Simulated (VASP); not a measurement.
A run of VASP 6.6.1:

The input POSCAR:

```
CaH16Cl2O8
1.0
    7.3545300000      0.0000000000      0.0000000000
    0.0000000000      7.3545300000      0.0000000000
    0.0000000000      0.0000000000      7.3545300000
O H Ca Cl
8 16 1 2
Direct
    0.2985370921     -0.1019099793      0.1128148230
    0.8014652194      0.6642028790      0.2329720594
    0.8482527096      0.0704327809      0.7495244428
    0.4439712667      0.3986114680      0.2266630227
    0.1063970097      0.4999775648      0.5221135817
    0.2241339691      0.1535788147      0.6375526376
    0.6808592799      0.1079606719      0.0629407998
    0.6847752338      0.4358810148      0.8999487391
    0.3310476672     -0.0190630808      0.0261335531
    0.1963415745     -0.0434018217      0.1944515829
    0.8856990182      0.7639373284      0.2154998348
    0.8313515616      0.6220791811      0.3457596882
    0.8087668417     -0.0502411439      0.7064081593
    0.9795867309      0.0775440443      0.7406727554
    0.4870467589      0.4373494975      0.3399945340
    0.5270765093      0.3008893838      0.1838050834
    0.1737568546      0.6000927320      0.5869171789
    0.1619953960      0.3926831490      0.5679356805
    0.1690114800      0.1229446341      0.5209170402
    0.3148671635      0.0435785835      0.6334191308
    0.7768681343      0.1102721724      0.1545034149
    0.7299990618      0.0399753621     -0.0305933894
    0.6564933449      0.3907795604      0.7838978154
    0.7074007448      0.3194357763      0.9594630792
    0.5252001148      0.6459284278      0.0309469130
    0.4904324274      0.7557926883      0.6981547427
    1.0049316544      0.9863852619      0.3082453943
```

INCAR.step1

```
SYSTEM = CaH16Cl2O8
  PREC = Accurate
  ENCUT = 520
  ISMEAR = -1
  SIGMA = 0.02
  LREAL = Auto
  LASPH = .True.
  NELM = 80
  NBANDS = 63
  GGA = PE
  ALGO = Normal
  EDIFF = 1E-4
  LWAVE = .True.
  LCHARG = .False.
```

File INCAR.step2:

```
SYSTEM = CaH16Cl2O8
  PREC = Accurate
  ENCUT = 520
  EDIFF = 1E-7
  ISMEAR = -1
  SIGMA = 0.02
  LREAL = Auto
  LASPH = .True.
  NELM = 80
  ALGO = Normal
  ISIF = 2
  LWAVE = .False.
  LCHARG = .True.
  METAGGA = R2SCAN
  LMIXTAU = .True.
  IVDW = 12
  VDW_S6 = 1.0
  VDW_S8 = 0.78981345
  VDW_A1 = 0.49484001
  VDW_A2 = 5.73083694
  LELF = .True.
  LVHAR = .True.
  NBANDS = 63
  ISTART = 1
```

Contents of KPOINTS:

```
Automatic mesh
0
Gamma
  1 1 1
  0 0 0
```

Potentials or basis: VASP PAW PBE potentials, release 64 (O, H, Ca_sv, Cl).

Run with:

```console
$ cat potpaw_PBE.64/O/POTCAR potpaw_PBE.64/H/POTCAR potpaw_PBE.64/Ca_sv/POTCAR potpaw_PBE.64/Cl/POTCAR > POTCAR
$ cp INCAR.step1 INCAR
$ mpirun -np 1 vasp_gam > vasp.out
$ cp INCAR.step2 INCAR
$ mpirun -np 1 vasp_gam > vasp.out
```

Hardware: 1 thread of Intel(R) Xeon(R) Platinum 8488C (Sapphire Rapids) (shared host).

Task: How long does it take, and how much memory?

Result: Wall time 3.1 min on 1 thread of Intel(R) Xeon(R) Platinum 8488C (Sapphire Rapids), with other jobs on the host, peak memory 0.48 GiB. Counts: scf iterations 13, k points 1.
